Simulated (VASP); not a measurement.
An input for Ansatz (written as the equivalent of a VASP run, and not itself run):

Ansatz 0.2 input:
```yaml
crystal:
  lattice:
    - [0.0000000, 2.4710558, 2.4710558]
    - [2.4710558, 0.0000000, 2.4710558]
    - [2.4710558, 2.4710558, 0.0000000]
  atoms:
    - { symbol: Ge, position: [0.0000000, 0.0000000, 1.0000000], spin: -0.1 }
    - { symbol: Mn, position: [0.5000000, 0.5000000, 0.5000000], spin: 2.9 }
kpoints:
  mp_grid: { grid: [12, 12, 12] }
hamiltonian:
  xc: pbesol
  pseudopotentials: { kind: paw }
magnetization: { spin_polarized: true }
scf:
  occupations: { method: methfessel_paxton, width: 0.1 }
  max_iter: 100
relax:
  max_steps: 60
  f_tol: 0.01
  cell: {}
output: { forces: true, stress: true, eigenvalues: true }
```

Q: Write the VASP files for the same calculation (PBEsol).

A: One answer among several that fit: 
### INCAR
```
# general
SYSTEM  = MnGe
PREC    = Accurate
ENCUT   = 400
LREAL   = .False.
LASPH   = .True.

# electronic loop
EDIFF   = 1E-6
NELM    = 100
ALGO    = Normal
LMAXMIX = 4

# smearing
ISMEAR  = 1
SIGMA   = 0.1

# functional
GGA     = PS

# spin
ISPIN   = 2
MAGMOM  = -0.1 2.9

# ions
IBRION  = 2
NSW     = 60
ISIF    = 3
EDIFFG  = -0.01

# output
LWAVE   = .False.
LCHARG  = .False.
LORBIT  = 10
```

POSCAR:
```
MnGe
1
    0.0000000000     2.4710557738     2.4710557738
    2.4710557738    -0.0000000000     2.4710557738
    2.4710557738     2.4710557738     0.0000000000
Ge Mn
1 1
Direct
  0.0000000000   0.0000000000   1.0000000000
  0.5000000000   0.5000000000   0.5000000000
```

### KPOINTS
```
K-points
0
G
12 12 12
```

POTCAR, in this order: Ge_d Mn_pv (PBE.64 set). Program: vasp_std.

The two are equivalent in intent, not identical: each code has its own PAW files, so the cut-off isn't converted (ENCUT is set for VASP's; basis.ecutwfc is left out, and Ansatz then takes the one that its files recommend); Ansatz stops its SCF on the density residual and VASP on the energy change (EDIFF).

The structure was generated: MnGe was put into the rocksalt type (Fm-3m), which need not be its known phase. This run relaxes it. Symmetry was kept, so distortions that lower it aren't found. The start is the result of an earlier pass.
